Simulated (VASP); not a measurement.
# GaP: GW quasiparticle gap

Wanted: how far GW moves the Kohn-Sham levels of GaP. The cell is of the zinc-blende type, one of the forms listed for this formula. The start is a cell from a database of measured crystal structures.

Calculated with VASP 6.6.1; PBE; plane waves and PAW (Ga_d_GW, P_GW), in the first sound run; inputs show where later runs differ.

**1. The structure**

It takes space group F-43m (No. 216, cubic). Conventional cell: a = 5.451 Å, b = 5.451 Å, c = 5.451 Å, α = 90.00°, β = 90.00°, γ = 90.00°. Ga has 4 P at 2.36 Å nearest. Nearest to P lie 4 Ga at 2.36 Å. Farther neighbours are not listed.

Coordinates:

```xyz
2
Lattice="0.0000 2.7252 2.7252 2.7252 0.0000 2.7252 2.7252 2.7252 0.0000" Properties=species:S:1:pos:R:3 pbc="T T T"
Ga    0.0000    0.0000    0.0000
P     1.3626    1.3626    1.3626
```

**2. Ground state**

The orbitals come from a self-consistent PBE run with a tight EDIFF and a narrow smearing. KPOINTS_OPT adds the bands along a path, which shows whether the mesh holds the band edges.

INCAR reads:

```
SYSTEM = GaP
PREC = Accurate
ENCUT = 430
EDIFF = 1E-08
NELM = 100
ISMEAR = 0
SIGMA = 0.01
LREAL = .FALSE.
ALGO = Normal
GGA = PE
NBANDS = 15
LORBIT = 11
LWAVE = .TRUE.
LCHARG = .FALSE.
KPAR = 8
```

POSCAR reads:

```
GaP
1.0
    0.0000000000      2.7252500000      2.7252500000
    2.7252500000      0.0000000000      2.7252500000
    2.7252500000      2.7252500000      0.0000000000
Ga P
1 1
Direct
    0.0000000000      0.0000000000      0.0000000000
    0.2500000000      0.2500000000      0.2500000000
```

KPOINTS reads:

```
Automatic mesh
0
Gamma
6 6 6
0 0 0
```

KPOINTS_OPT reads:

```
Line mode
12
Line-mode
Reciprocal
  0.00000000   0.00000000   0.00000000 GAMMA
  0.50000000   0.00000000   0.50000000 X

  0.50000000   0.00000000   0.50000000 X
  0.50000000   0.25000000   0.75000000 W

  0.50000000   0.25000000   0.75000000 W
  0.37500000   0.37500000   0.75000000 K

  0.37500000   0.37500000   0.75000000 K
  0.00000000   0.00000000   0.00000000 GAMMA

  0.00000000   0.00000000   0.00000000 GAMMA
  0.50000000   0.50000000   0.50000000 L

  0.50000000   0.50000000   0.50000000 L
  0.62500000   0.25000000   0.62500000 U

  0.62500000   0.25000000   0.62500000 U
  0.50000000   0.25000000   0.75000000 W

  0.50000000   0.25000000   0.75000000 W
  0.50000000   0.50000000   0.50000000 L

  0.50000000   0.50000000   0.50000000 L
  0.37500000   0.37500000   0.75000000 K

  0.62500000   0.25000000   0.62500000 U
  0.50000000   0.00000000   0.50000000 X
```

The projector-augmented-wave data sets are Ga_d_GW and P_GW (PBE family, release 64).

On the command line:

```bash
> mpirun -np 8 vasp_std
```

The log of the run:

```text
[banner, memory and clock lines left out]
running    8 mpi-ranks, on    1 nodes
 distrk:  each k-point on    1 cores,    8 groups
 distr:  one band on    1 cores,    1 groups

 POSCAR found type information on POSCAR GaP
 POSCAR found :  2 types and       2 ions
|                                                                             |
|           W    W    AA    RRRRR   N    N  II  N    N   GGGG   !!!           |
|           W    W   A  A   R    R  NN   N  II  NN   N  G    G  !!!           |
|           W    W  A    A  R    R  N N  N  II  N N  N  G       !!!           |
|           W WW W  AAAAAA  RRRRR   N  N N  II  N  N N  G  GGG   !            |
|           WW  WW  A    A  R   R   N   NN  II  N   NN  G    G                |
|           W    W  A    A  R    R  N    N  II  N    N   GGGG   !!!           |
|                                                                             |
|     For optimal performance we recommend to set                             |
|       NCORE = 2 up to number-of-cores-per-socket                            |
|     NCORE specifies how many cores store one orbital (NPAR=cpu/NCORE).      |
|     This setting can greatly improve the performance of VASP for DFT.       |
|     The default, NCORE=1 might be grossly inefficient on modern             |
|     multi-core architectures or massively parallel machines. Do your        |
|     Unfortunately you need to use the default for GW and RPA                |
|     calculations (for HF NCORE is supported but not extensively tested      |
|     yet).                                                                   |
|                                                                             |

 LDA part: xc-table for (Slater+PW92), standard interpolation
 POSCAR, INCAR and KPOINTS ok, starting setup
 FFT: planning ... GRIDC
 FFT: planning ... GRID_SOFT
 FFT: planning ... GRID
 WAVECAR not read
 entering main loop
       N       E                     dE             d eps       ncg     rms          rms(c)
DAV:   1     0.119105920475E+03    0.11911E+03   -0.93907E+03   504   0.134E+03
DAV:   2     0.854297588745E+00   -0.11825E+03   -0.11326E+03   529   0.339E+02
DAV:   3    -0.899851466746E+01   -0.98528E+01   -0.97679E+01   691   0.118E+02
DAV:   4    -0.936168862427E+01   -0.36317E+00   -0.36307E+00   699   0.232E+01
DAV:   5    -0.936751715373E+01   -0.58285E-02   -0.58284E-02   724   0.202E+00    0.480E+00
DAV:   6    -0.911153671532E+01    0.25598E+00   -0.46038E-01   748   0.144E+01    0.272E+00
DAV:   7    -0.908081065650E+01    0.30726E-01   -0.10057E-01   677   0.283E+00    0.101E+00
DAV:   8    -0.908109545465E+01   -0.28480E-03   -0.81796E-03   611   0.690E-01    0.149E-01
DAV:   9    -0.908144846261E+01   -0.35301E-03   -0.10694E-03   637   0.316E-01    0.481E-02
DAV:  10    -0.908160706890E+01   -0.15861E-03   -0.18918E-04   624   0.118E-01    0.113E-02
DAV:  11    -0.908161874955E+01   -0.11681E-04   -0.21014E-05   760   0.481E-02    0.301E-03
DAV:  12    -0.908161938939E+01   -0.63984E-06   -0.13615E-06   600   0.946E-03    0.387E-04
DAV:  13    -0.908161938167E+01    0.77175E-08   -0.34830E-08   688   0.139E-03
   1 F= -.90816194E+01 E0= -.90816194E+01  d E =-.129102E-35
 Start KPOINTS_OPT (optional k-point list driver)
k-point batch [1-16\120]
       N       E                     dE             ncg
DAV:   1     0.561090592584E+03   -0.54229E+04      488
DAV:   2    -0.150204886150E+04   -0.20631E+04      529
DAV:   3    -0.166145433212E+04   -0.15941E+03      676
DAV:   4    -0.166674254800E+04   -0.52882E+01      719
DAV:   5    -0.166692082688E+04   -0.17828E+00      720
DAV:   6    -0.166692321862E+04   -0.23917E-02      742
DAV:   7    -0.166692333164E+04   -0.11303E-03      740
DAV:   8    -0.166692333302E+04   -0.13743E-05      745
DAV:   9    -0.166692333306E+04   -0.44782E-07      669
DAV:  10    -0.166692333306E+04   -0.15384E-08      520
[...]
k-point batch [113-120\120]
       N       E                     dE             ncg
DAV:   1     0.504224371646E+04   -0.47372E+04      264
DAV:   2     0.413659023365E+04   -0.90565E+03      268
DAV:   3     0.406222284059E+04   -0.74367E+02      338
DAV:   4     0.405960952069E+04   -0.26133E+01      405
DAV:   5     0.405959114980E+04   -0.18371E-01      317
DAV:   6     0.405959016094E+04   -0.98886E-03      411
DAV:   7     0.405959015224E+04   -0.86932E-05      363
DAV:   8     0.405959015196E+04   -0.27959E-06      388
DAV:   9     0.405959015195E+04   -0.91272E-08      323
 writing wavefunctions
```

It took 11 s on 8 MPI ranks of AMD EPYC 7R43, shared host; peak memory 1.1 GiB; 83 s of CPU time.

The logs omit lines about the potential files and the build; timing stands in the text.

From OUTCAR (step 2):

```text
ion  position               nearest neighbor table
   1  0.000  0.000  0.000-   2 2.36   2 2.36   2 2.36   2 2.36
   2  0.250  0.250  0.250-   1 2.36   1 2.36   1 2.36   1 2.36

  LATTYP: Found a face centered cubic cell.
 ALAT       =     5.4505000000

 Subroutine GETGRP returns: Found 24 space group operations
 (whereof 24 operations were pure point group operations)

The static configuration has the point symmetry T_d .

 Found     16 irreducible k-points:

   k-points           NKPTS =     16   k-points in BZ     NKDIM =     16   number of bands    NBANDS=     15

   dimension x,y,z NGX =    28 NGY =   28 NGZ =   28
   dimension x,y,z NGXF=    56 NGYF=   56 NGZF=   56

   ENCUT  =  430.0 eV  31.60 Ry    5.62 a.u.   6.52  6.52  6.52*2*pi/ulx,y,z

   NELECT =      18.0000    total number of electrons

 k-points in reciprocal lattice and weights: Automatic mesh
   0.00000000  0.00000000  0.00000000       0.005
   0.16666667  0.00000000  0.00000000       0.037
   0.33333333  0.00000000  0.00000000       0.037
   0.50000000  0.00000000  0.00000000       0.019
   0.16666667  0.16666667  0.00000000       0.028
   0.33333333  0.16666667  0.00000000       0.111
   0.50000000  0.16666667  0.00000000       0.111
  -0.33333333  0.16666667  0.00000000       0.111
  -0.16666667  0.16666667  0.00000000       0.056
[...]
-0.33333333  0.33333333  0.16666667       0.111
  -0.33333333  0.50000000  0.16666667       0.056

 average (electrostatic) potential at core
       1 -65.6672       2 -74.8220

 E-fermi :   4.4506

 k-point     1 :       0.0000    0.0000    0.0000
  band No.  band energies     occupation
    ...
      5     -10.0903      2.00000
      6      -8.1293      2.00000
      7       4.3650      2.00000
      8       4.3650      2.00000
      9       4.3650      2.00000
     10       6.1861      0.00000
     11       8.2450      0.00000
     12       8.2450      0.00000
     13       8.2450      0.00000
     14      13.1806      0.00000
    ...

 k-point     2 :       0.1667    0.0000    0.0000
  band No.  band energies     occupation
    ...
      5     -10.0901      2.00000
      6      -7.7733      2.00000
      7       1.9759      2.00000
      8       3.9940      2.00000
      9       3.9940      2.00000
     10       6.7746      0.00000
     11       8.7936      0.00000
     12       8.7936      0.00000
     13       9.3895      0.00000
     14      13.2909      0.00000
    ...

 k-point     3 :       0.3333    0.0000    0.0000
  band No.  band energies     occupation
    ...
      5     -10.0867      2.00000
      6      -6.8267      2.00000
      7      -0.8448      2.00000
      8       3.4580      2.00000
      9       3.4580      2.00000
     10       6.2599      0.00000
     11       9.1700      0.00000
     12       9.1700      0.00000
     13      11.9614      0.00000
     14      13.9680      0.00000
    ...

  Total        0.6270759      0.6270759      0.6270759      0.0000000      0.0000000      0.0000000
  in kB       24.8188481     24.8188481     24.8188481      0.0000000      0.0000000      0.0000000
  external PRESSURE =      24.8188481 kB  Pullay stress =       0.0000000 kB

  energy-cutoff  :      430.00
  volume of cell :       40.48
      direct lattice vectors                 reciprocal lattice vectors
     0.000000000  2.725250000  2.725250000    -0.183469406  0.183469406  0.183469406
     2.725250000  0.000000000  2.725250000     0.183469406 -0.183469406  0.183469406
     2.725250000  2.725250000  0.000000000     0.183469406  0.183469406 -0.183469406

 POSITION                                       TOTAL-FORCE (eV/Angst)
 -----------------------------------------------------------------------------------
      0.00000      0.00000      0.00000         0.000000      0.000000      0.000000
      1.36262      1.36262      1.36262        -0.000000     -0.000000     -0.000000
 -----------------------------------------------------------------------------------
    total drift:                                0.000011      0.000011      0.000011

  FREE ENERGIE OF THE ION-ELECTRON SYSTEM (eV)
  ---------------------------------------------------
  free  energy   TOTEN  =        -9.0816193817 eV

  energy  without entropy=       -9.0816193817  energy(sigma->0) =       -9.08161938

 total charge
# of ion       s       p       d       tot
------------------------------------------
    1        0.853   0.849   9.965  11.667
    2        1.121   1.728   0.047   2.896
--------------------------------------------------
tot          1.975   2.577  10.011  14.563

[... 3 further parts left out ...]
```

This step gave:

| Quantity | Value |
| --- | --- |
| free energy (TOTEN) | -9.082 eV |
| Fermi energy | 4.451 eV |
| pressure | 2.482 GPa |
| least gap on mesh and path | 1.591 eV |
| least direct gap on mesh and path | 1.821 eV |

The highest empty bands on the path are converged less tightly, to about 0.1 eV. The electronic bands at the labelled points (eV, zero at the valence-band top; v1 is the highest filled band, c1 the lowest empty one):

```
          point     v3     v2     v1    c1    c2     c3     c4
              Γ   0.00   0.00   0.00  1.82  3.88   3.88   3.88
0.45 of the way  -3.29  -1.51  -1.51  2.33  3.86   6.36   6.36
              X  -6.76  -2.68  -2.68  1.65  1.82  10.57  10.57
0.45 of the way  -6.68  -3.10  -3.04  2.59  2.77   8.74   8.85
              W  -6.55  -3.58  -3.42  4.70  4.86   6.10   6.15
0.45 of the way  -6.54  -3.81  -2.88  3.32  4.86   6.84   7.21
              K  -6.55  -3.94  -2.26  2.18  4.80   8.23   8.26
0.45 of the way  -4.60  -2.73  -0.80  3.30  5.20   5.20   5.89
              Γ   0.00   0.00   0.00  1.82  3.88   3.88   3.88
0.45 of the way  -3.48  -0.59  -0.59  2.23  4.67   4.67   5.98
              L  -6.64  -1.12  -1.12  1.67  4.71   4.71   8.28
0.45 of the way  -6.48  -2.76  -1.54  2.78  4.73   5.75   7.98
              U  -6.55  -3.94  -2.26  2.18  4.80   8.23   8.26
0.45 of the way  -6.54  -3.85  -2.73  3.01  4.85   7.10   7.48
              W  -6.55  -3.58  -3.42  4.70  4.86   6.10   6.15
0.55 of the way  -6.44  -3.00  -1.80  3.30  4.28   6.25   7.96
              L  -6.64  -1.12  -1.12  1.67  4.71   4.71   8.28
0.55 of the way  -6.44  -3.15  -1.68  2.75  5.08   6.15   7.61
              K  -6.55  -3.94  -2.26  2.18  4.80   8.23   8.26
      jump to U  -6.55  -3.94  -2.26  2.18  4.80   8.23   8.26
0.45 of the way  -6.69  -3.32  -2.55  1.86  2.91   9.39   9.53
              X  -6.76  -2.68  -2.68  1.65  1.82  10.57  10.57
```

Of the projections kept (Ga, P), the largest for each band there; the rest of the weight can lie on other orbitals:

| point | v3 | v2 | v1 | c1 | c2 | c3 | c4 |
| --- | --- | --- | --- | --- | --- | --- | --- |
| Γ | P 0.75 | P 0.75 | P 0.75 | P 0.53 | Ga 0.73 | Ga 0.73 | Ga 0.73 |
| X | Ga 0.73 | P 0.62 | P 0.62 | Ga 0.58 | Ga 0.59 | Ga 0.52 | Ga 0.52 |
| W | Ga 0.74 | P 0.63 | P 0.57 | P 0.75 | P 0.60 | Ga 0.64 | Ga 0.63 |
| K | Ga 0.72 | P 0.59 | P 0.63 | Ga 0.58 | P 0.60 | P 0.52 | P 0.59 |
| Γ | P 0.75 | P 0.75 | P 0.75 | P 0.53 | Ga 0.73 | Ga 0.73 | Ga 0.73 |
| L | Ga 0.60 | P 0.67 | P 0.67 | Ga 0.57 | Ga 0.61 | Ga 0.61 | P 0.66 |

The electronic bands as a text plot (rows in eV, shown from -6.8 to 3.9 only):

```
    3.7 |+++++      +             +                 +
    3.2 |     +     +  +   ++++                      +
    2.8 | +++  +          +    ++           ++  +     +   ++   +
    2.3 |+      +  +    ++       + +++     +  ++       +    ++
    1.9 |    ++  ++               +   +++++             ++    +++
    1.4 |      +++
    1.0 |
    0.6 |
    0.1 |*                      ***
   -0.3 |**                   **** ***
   -0.8 | **                 * *      **
   -1.2 |   *              **   *  *    ****           ****
   -1.7 |  * *            *         *       **       *** * *
   -2.1 |     *          *    **           *  **            **
   -2.5 |   *  ****     *    *       *      *   *   * *   *   ***
   -3.0 |         **   *                         * * *     *   **
   -3.4 |           ***     *                *    * *
   -3.9 |    *         *****  *               **** *        ***
   -4.3 |                             *
   -4.8 |     *              *
   -5.2 |                   *          *
   -5.6 |      *           *
   -6.1 |       *         *             *
   -6.5 |        *********               ************************
         Γ       X    W  K        Γ      L     U  W     L   K|U X
```

The cell has a gap of 1.59 eV on mesh and path and a pressure of +2.5 GPa, which holds the misfit of the given cell and coordinates with this functional, and any error of cutoff, mesh and data sets. Spin-orbit coupling is left out, which can shift or reorder these edges.

**3. Empty bands**

The next step needs empty bands that the ground-state run didn't converge, so the Hamiltonian is diagonalised exactly for NBANDS bands, in a single step. LOPTICS writes the k-derivatives of the orbitals (WAVEDER), which give the long-wavelength limit of the screening.

INCAR reads:

```
SYSTEM = GaP
PREC = Accurate
ENCUT = 430
ISMEAR = 0
SIGMA = 0.01
LREAL = .FALSE.
GGA = PE
NBANDS = 264
ALGO = Exact
NELM = 1
LWAVE = .TRUE.
LCHARG = .FALSE.
LOPTICS = .TRUE.
NEDOS = 1000
CSHIFT = 0.1
```

POSCAR is that of step 2.

KPOINTS is that of step 2.

On the command line:

```bash
> mpirun -np 8 vasp_std
```

The log of the run:

```text
[banner, memory and clock lines left out]
running    8 mpi-ranks, on    1 nodes
 distrk:  each k-point on    8 cores,    1 groups
 distr:  one band on    1 cores,    8 groups

 POSCAR found type information on POSCAR GaP
 POSCAR found :  2 types and       2 ions
 [... a notice as in an earlier step ...]

 LDA part: xc-table for (Slater+PW92), standard interpolation
 found WAVECAR, reading the header
  number of bands has changed, file:    15 present:   264
  trying to continue reading WAVECAR, but it might fail
 POSCAR, INCAR and KPOINTS ok, starting setup
 FFT: planning ... GRIDC
 FFT: planning ... GRID_SOFT
 FFT: planning ... GRID
 reading WAVECAR
 random initialization beyond band           15
 the WAVECAR file was read successfully
 initial charge from wavefunction
 entering main loop
       N       E                     dE             d eps       ncg     rms          rms(c)
DIA:   1    -0.908161938754E+01   -0.90816E+01    0.00000E+00     0   0.000E+00
   1 F= -.90816194E+01 E0= -.90816194E+01  d E =-.152563E-81
 writing wavefunctions
 optical routines
 imaginary and real dielectric function
 recalculating local potential from charge density
 direction            1
 direction            2
 direction            3
```

Run time: 8.6 s. Hardware: 8 MPI ranks; peak memory 1 GiB.

Parts of OUTCAR (step 3):

```text
The static configuration has the point symmetry T_d .

 Found     16 irreducible k-points:

   k-points           NKPTS =     16   k-points in BZ     NKDIM =     16   number of bands    NBANDS=    264

   NELECT =      18.0000    total number of electrons

 E-fermi :   4.4988

 k-point     1 :       0.0000    0.0000    0.0000
  band No.  band energies     occupation
    ...
      5     -10.0904      2.00000
      6      -8.1293      2.00000
      7       4.3650      2.00000
      8       4.3650      2.00000
      9       4.3650      2.00000
     10       6.1861      0.00000
     11       8.2449      0.00000
     12       8.2449      0.00000
     13       8.2449      0.00000
     14      13.1806      0.00000
    ...

 k-point     4 :       0.5000    0.0000    0.0000
  band No.  band energies     occupation
    ...
      5     -10.0830      2.00000
      6      -6.0641      2.00000
      7      -2.2708      2.00000
      8       3.2464      2.00000
      9       3.2464      2.00000
     10       6.0334      0.00000
     11       9.0741      0.00000
     12       9.0741      0.00000
     13      12.6465      0.00000
     14      15.2517      0.00000
    ...

  Total        0.6261624      0.6261624      0.6261624      0.0000000      0.0000000     -0.0000000
  in kB       24.7826929     24.7826929     24.7826929      0.0000000      0.0000000     -0.0000000
  external PRESSURE =      24.7826929 kB  Pullay stress =       0.0000000 kB

 POSITION                                       TOTAL-FORCE (eV/Angst)
 -----------------------------------------------------------------------------------
      0.00000      0.00000      0.00000        -0.000000     -0.000000     -0.000000
      1.36262      1.36262      1.36262         0.000000      0.000000      0.000000
 -----------------------------------------------------------------------------------
    total drift:                                0.000011      0.000011      0.000011

  FREE ENERGIE OF THE ION-ELECTRON SYSTEM (eV)
  ---------------------------------------------------
  free  energy   TOTEN  =        -9.0816193875 eV

  energy  without entropy=       -9.0816193875  energy(sigma->0) =       -9.08161939

 plasma frequency squared (from intraband transitions) (eV^2)
  --------------------------------------------------------------------------------------
       0.000      -0.000       0.000
      -0.000       0.000      -0.000
       0.000      -0.000       0.000

[... 10 parts as in an earlier step ...]

[... 2 further parts left out ...]
```

The gap is read on the k-mesh alone, so it is an upper bound where the band edges lie off the mesh.

This step gave:

- gap on the k-mesh: 1.647 eV
- least direct gap on the k-mesh: 1.821 eV

WAVECAR now holds 264 bands for 18 electrons. Its independent-particle dielectric tensor has xx, yy, zz = 13.5, 13.5, 13.5 on this mesh, which isn't tested for convergence in mesh or bands and lacks local fields.

(Part 1 of 4 ends here.)

[Lines on the potential files, build, host, timing and source positions are cut from VASP's logs without a mark.]

[Logs are printed without paths, hosts, clocks, repeated set-up lines and the standing remarks that a program may print on its own settings, such as how far it seeks lower states.]

[Hosts, paths, dates, database ids (printed as entryN), source tags and the programs' standing remarks are cut or masked in the printed files.]

[Pressures printed for these runs are not shown converged in the cutoff: they can be off by several GPa and have the wrong sign.]
